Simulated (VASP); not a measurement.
Output of a VASP run:

File OUTCAR:
```
 ion  position               nearest neighbor table
   1  0.000  0.000  0.000-
   2  0.500  0.500  0.500-
  LATTYP: Found a face centered cubic cell.
 ALAT       =     6.4329829708
 Subroutine PRICEL returns:
 Original cell was already a primitive cell.
 Subroutine GETGRP returns: Found 48 space group operations
The static configuration has the point symmetry O_h .
The dynamic configuration has the point symmetry O_h .
 Subroutine INISYM returns: Found 48 space group operations
 Subroutine IBZKPT returns following result:
 Found     29 irreducible k-points:

 Following reciprocal coordinates:
            Coordinates               Weight
  0.000000  0.000000  0.000000      1.000000
  0.125000  0.000000  0.000000      8.000000
  0.250000  0.000000  0.000000      8.000000
  0.375000  0.000000  0.000000      8.000000
  0.500000  0.000000  0.000000      4.000000
  0.125000  0.125000  0.000000      6.000000
  0.250000  0.125000  0.000000     24.000000
  0.375000  0.125000  0.000000     24.000000
  0.500000  0.125000  0.000000     24.000000
 -0.375000  0.125000  0.000000     24.000000
 -0.250000  0.125000  0.000000     24.000000
 -0.125000  0.125000  0.000000     12.000000
  0.250000  0.250000  0.000000      6.000000
  0.375000  0.250000  0.000000     24.000000
  0.500000  0.250000  0.000000     24.000000
 -0.375000  0.250000  0.000000     24.000000
 -0.250000  0.250000  0.000000     12.000000
  0.375000  0.375000  0.000000      6.000000
  0.500000  0.375000  0.000000     24.000000
 -0.375000  0.375000  0.000000     12.000000
  0.500000  0.500000  0.000000      3.000000
  0.375000  0.250000  0.125000     24.000000
  0.500000  0.250000  0.125000     48.000000
 -0.375000  0.250000  0.125000     24.000000
  0.500000  0.375000  0.125000     24.000000
 -0.375000  0.375000  0.125000     48.000000
 -0.250000  0.375000  0.125000     24.000000
 -0.375000  0.500000  0.125000     12.000000
 -0.250000  0.500000  0.250000      6.000000
   k-points           NKPTS =     29   k-points in BZ     NKDIM =     29   number of bands    NBANDS=     11
   number of dos      NEDOS =    601   number of ions     NIONS =      2
   total plane-waves  NPLWV =  46656
   dimension x,y,z NGX =    36 NGY =   36 NGZ =   36
   dimension x,y,z NGXF=    72 NGYF=   72 NGZF=   72
   ions per type =               1   1
   PREC   = accura    normal or accurate (medium, high low for compatibility)
   ISTART =      0    job   : 0-new  1-cont  2-samecut
   ICHARG =      2    charge: 1-file 2-atom 10-const
   ISPIN  =      1    spin polarized calculation?
   LNONCOLLINEAR =      F non collinear calculations
   LSORBIT =      F    spin-orbit coupling
   INIWAV =      1    electr: 0-lowe 1-rand  2-diag
   ENCUT  =  520.0 eV  38.22 Ry    6.18 a.u.   8.46  8.46  8.46*2*pi/ulx,y,z
   NELM   =    100;   NELMIN=  2; NELMDL= -5     # of ELM steps
   EDIFF  = 0.1E-06   stopping-criterion for ELM
   LREAL  =      F    real-space projection
   NLSPLINE    = F    spline interpolate recip. space projectors
   LMAXMIX     =    4 max onsite mixed and CHGCAR
   VOSKOWN=      0    Vosko Wilk Nusair interpolation
   EDIFFG = 0.1E-05   stopping-criterion for IOM
   NSW    =      0    number of steps for IOM
   NBLOCK =      1;   KBLOCK =      1    inner block; outer block
   IBRION =     -1    ionic relax: 0-MD 1-quasi-New 2-CG
   NFREE  =      0    steps in history (QN), initial steepest desc. (CG)
   ISIF   =      2    stress and relaxation
   ISYM   =      2    0-nonsym 1-usesym 2-fastsym
   TEIN   =    0.0    initial temperature
   TEBEG  =    0.0;   TEEND  =   0.0 temperature during run
   SMASS  =  -3.00    Nose mass-parameter (am)
   PSTRESS=    0.0 pullay stress
   NELECT =      14.0000    total number of electrons
   EFERMI =   0.00;   METHOD = LEGACY
   ISMEAR =    -5;   SIGMA  =   0.20  broadening in eV -4-tet -1-fermi 0-gaus
   IALGO  =     38    algorithm
...
```

### OSZICAR
```
       N       E                     dE             d eps       ncg     rms          rms(c)
DAV:   1     0.431317719855E+02    0.43132E+02   -0.69424E+03   638   0.117E+03
DAV:   2    -0.380110555081E+02   -0.81143E+02   -0.77398E+02   679   0.252E+02
DAV:   3    -0.450762466662E+02   -0.70652E+01   -0.69940E+01   800   0.734E+01
DAV:   4    -0.453074511982E+02   -0.23120E+00   -0.23102E+00   731   0.131E+01
DAV:   5    -0.453128691358E+02   -0.54179E-02   -0.54177E-02   807   0.220E+00    0.130E+00
DAV:   6    -0.436292068437E+02    0.16837E+01   -0.33523E-01   665   0.805E+00    0.145E+00
DAV:   7    -0.437468379470E+02   -0.11763E+00   -0.22201E-01   647   0.630E+00    0.455E-01
DAV:   8    -0.438491926144E+02   -0.10235E+00   -0.16915E-01   638   0.444E+00    0.443E-01
DAV:   9    -0.437729513401E+02    0.76241E-01   -0.12111E-01   638   0.503E+00    0.392E-01
DAV:  10    -0.437722477769E+02    0.70356E-03   -0.29209E-02   638   0.249E+00    0.139E-01
DAV:  11    -0.437927423848E+02   -0.20495E-01   -0.21028E-02   638   0.206E+00    0.611E-02
DAV:  12    -0.437788354475E+02    0.13907E-01   -0.10377E-02   638   0.148E+00    0.219E-02
DAV:  13    -0.437962156197E+02   -0.17380E-01   -0.10284E-02   638   0.142E+00    0.933E-03
DAV:  14    -0.437963091685E+02   -0.93549E-04   -0.20738E-04   683   0.202E-01    0.940E-03
DAV:  15    -0.437963558733E+02   -0.46705E-04   -0.22061E-05   656   0.692E-02    0.818E-03
DAV:  16    -0.437963568103E+02   -0.93696E-06   -0.13585E-05   638   0.534E-02    0.457E-03
DAV:  17    -0.437963551671E+02    0.16432E-05   -0.21899E-05   638   0.726E-02    0.914E-04
DAV:  18    -0.437963499879E+02    0.51792E-05   -0.30357E-06   644   0.256E-02    0.100E-03
DAV:  19    -0.437963490068E+02    0.98105E-06   -0.40226E-07   725   0.940E-03    0.677E-04
DAV:  20    -0.437963489837E+02    0.23154E-07   -0.60687E-08   701   0.393E-03
   1 F= -.43796349E+02 E0= -.43796349E+02  d E =0.000000E+00
       N       E                     dE             ncg
       N       E                     dE             ncg
       N       E                     dE             ncg
```

**OUTCAR**
```
------------------------ aborting loop because EDIFF is reached ----------------------------------------
  FORCE on cell =-STRESS in cart. coord.  units (eV):
  Direction    XX          YY          ZZ          XY          YZ          ZX
  --------------------------------------------------------------------------------------
  Total       -0.0129059     -0.0129059     -0.0129059      0.0000000     -0.0000000     -0.0000000
  in kB       -0.3106860     -0.3106860     -0.3106860      0.0000000     -0.0000000     -0.0000000
  external PRESSURE =      -0.3106860 kB  Pullay stress =       0.0000000 kB
  volume of cell :       66.55
      direct lattice vectors                 reciprocal lattice vectors
     0.000000000  3.216491485  3.216491485    -0.155448880  0.155448880  0.155448880
     3.216491485  0.000000000  3.216491485     0.155448880 -0.155448880  0.155448880
     3.216491485  3.216491485  0.000000000     0.155448880  0.155448880 -0.155448880
  FREE ENERGIE OF THE ION-ELECTRON SYSTEM (eV)
  ---------------------------------------------------
  free  energy   TOTEN  =       -43.7963489837 eV

  energy  without entropy=      -43.7963489837  energy(sigma->0) =      -43.79634898

 total charge

# of ion       s       p       d       tot
------------------------------------------
    1        0.038   5.974   0.000   6.012
    2        1.493   2.885   0.002   4.381
--------------------------------------------------
tot          1.531   8.859   0.002  10.393
```
(Selected blocks of OUTCAR.)

**POSCAR**
```
NaI
1
   -0.0000000000     3.2164914854     3.2164914854
    3.2164914854    -0.0000000000     3.2164914854
    3.2164914854     3.2164914854    -0.0000000000
Na I
1 1
Direct
  0.0000000000   0.0000000000   0.0000000000
  0.5000000000   0.5000000000   0.5000000000
```

### Question
Write an INCAR and KPOINTS that could have produced this output.

### Answer
One answer among several that fit: the input of the run itself, SCAN meta-GGA, plane waves, VASP's PBE PAW potentials (set 64).

INCAR:
```
ALGO=Normal
EDIFF=1E-7
ENCUT=520
ISIF=2
ISMEAR=-5
LASPH=.TRUE.
LCHARG=.FALSE.
LMAXMIX=4
LMIXTAU=.TRUE.
LORBIT=11
LREAL=.FALSE.
LWAVE=.FALSE.
METAGGA=SCAN
NEDOS=601
NELM=100
PREC=Accurate
SYSTEM=NaI
```

File KPOINTS:
```
K-points
0
G
 8 8 8
```

KPOINTS_OPT:
```
k-points along high-symmetry lines
10
Line-mode
Reciprocal
  0.000000   0.000000   0.000000 ! GAMMA
  0.500000   0.000000   0.500000 ! X

  0.500000   0.000000   0.500000 ! X
  0.625000   0.250000   0.625000 ! U

  0.375000   0.375000   0.750000 ! K
  0.000000   0.000000   0.000000 ! GAMMA

  0.000000   0.000000   0.000000 ! GAMMA
  0.500000   0.500000   0.500000 ! L

  0.500000   0.500000   0.500000 ! L
  0.500000   0.250000   0.750000 ! W

  0.500000   0.250000   0.750000 ! W
  0.500000   0.000000   0.500000 ! X
```

POTCAR, in this order: Na_pv I (PBE.64 set). Program: vasp_std.

The compound is NaI in the rock salt structure. It was relaxed first.
